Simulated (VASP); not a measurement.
Here is a VASP 6.6.1 calculation.

File INCAR:

```
SYSTEM = Be2CdS3
ALGO = Fast ; EDIFF = 1E-5
ENCUT = 520 ; GGA = PE
ISIF = 2 ; ISMEAR = 0
LASPH = .TRUE. ; LCHARG = .FALSE.
LREAL = Auto ; LWAVE = .FALSE.
NBANDS = 46 ; NELM = 80
PREC = Normal ; SIGMA = 0.05
```

The input KPOINTS:

```
k-points
0
G
  3 3 3
  0 0 0
```

The input POSCAR:

```
Be2CdS3
1.0
    5.5236600000     -3.1932600000      0.0000000000
    5.5236600000      3.1932600000      0.0000000000
    0.0000000000      0.0000000000      5.9756000000
Be Cd S
4 2 6
Direct
    0.4850280000      0.1684930000      0.0043390000
    0.8315070000      0.5149720000      0.0043390000
    0.5149720000      0.8315070000      0.5043390000
    0.1684930000      0.4850280000      0.5043390000
    0.1783380000      0.8216620000      0.9994580000
    0.8216620000      0.1783380000      0.4994580000
    0.5489620000      0.8367180000      0.8610820000
    0.1632820000      0.4510380000      0.8610820000
    0.7827390000      0.2172610000      0.9248950000
    0.4510380000      0.1632820000      0.3610820000
    0.8367180000      0.5489620000      0.3610820000
    0.2172610000      0.7827390000      0.4248950000
```

Potentials or basis: VASP PAW PBE potentials, release 64 (Be, Cd, S).

Launch:

```sh
$ cat potpaw_PBE.64/Be/POTCAR potpaw_PBE.64/Cd/POTCAR potpaw_PBE.64/S/POTCAR > POTCAR
$ mpirun -np 1 vasp_std > vasp.out
```

Problem. Predict the band gap on the k mesh.

Solution. 3.07 eV, direct.

Problem. Predict the largest force.

Solution. 0.009 eV/Å.

Problem. What does it give for the pressure?

Solution. 0.0 GPa.

Forces in eV/Å, atoms in the order of the input:
```
Be   0.001  0.000  0.000
Be  -0.001  0.000  0.000
Be  -0.001  0.000  0.000
Be   0.001  0.000  0.000
Cd   0.000 -0.004 -0.003
Cd   0.000  0.004 -0.003
S    0.004 -0.008  0.000
S   -0.004 -0.008  0.000
S    0.000  0.003  0.004
S   -0.004  0.008  0.000
S    0.004  0.008  0.000
S    0.000 -0.003  0.004
```

Caveat: an odd mesh through Γ misses points on the zone boundary, where band edges often lie.
